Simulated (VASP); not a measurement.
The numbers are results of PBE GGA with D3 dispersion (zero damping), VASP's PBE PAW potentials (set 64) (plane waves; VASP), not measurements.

A VASP calculation is set up with these files.

INCAR:
```
ALGO = Normal
EDIFF = 1E-7
ENCUT = 520
GGA = PE
ISIF = 2
ISMEAR = 0
IVDW = 11
LASPH = T
LCHARG = F
LMAXMIX = 4
LREAL = F
LWAVE = F
NELM = 100
PREC = Accurate
SIGMA = 0.05
SYSTEM = SnTe
```

**POSCAR**
```
SnTe
1
    0.0000000000     3.2396044937     3.2396044937
    3.2396044937     0.0000000000     3.2396044937
    3.2396044937     3.2396044937     0.0000000000
Sn Te
1 1
Direct
  0.0000000000   0.0000000000   0.0000000000
  0.5000000000   0.5000000000   0.5000000000
```

KPOINTS:
```
Automatic mesh
0
Gamma
7 7 7
0 0 0
```

POTCAR, in this order: Sn_d Te (PBE.64 set). Program: vasp_std.

Problem. Predict the energy per atom (σ→0), dispersion energy, pressure.

Solution. 
The energy per atom (σ→0) is -4.011 eV/atom, the dispersion energy comes out as -0.463 eV and the pressure comes out as -1.93 GPa.

File OSZICAR:
```
...
DAV:   8    -0.755939208663E+01   -0.10824E-02   -0.72487E-03   596   0.808E-01    0.149E-01
DAV:   9    -0.755946696885E+01   -0.74882E-04   -0.76094E-04   724   0.270E-01    0.420E-02
DAV:  10    -0.755949391367E+01   -0.26945E-04   -0.93417E-05   572   0.777E-02    0.269E-02
DAV:  11    -0.755950355109E+01   -0.96374E-05   -0.31890E-05   608   0.427E-02    0.162E-02
DAV:  12    -0.755950371547E+01   -0.16438E-06   -0.18424E-06   722   0.109E-02    0.860E-03
DAV:  13    -0.755950330128E+01    0.41419E-06   -0.24497E-07   594   0.339E-03    0.279E-03
DAV:  14    -0.755950325022E+01    0.51057E-07   -0.23968E-07   438   0.550E-03
   1 F= -.80225118E+01 E0= -.80225118E+01  d E =-.950566E-14
```

The compound is SnTe in the rock salt structure, which distorts at low temperature. This cell is one point of a volume scan, at 1.06 of the reference volume.
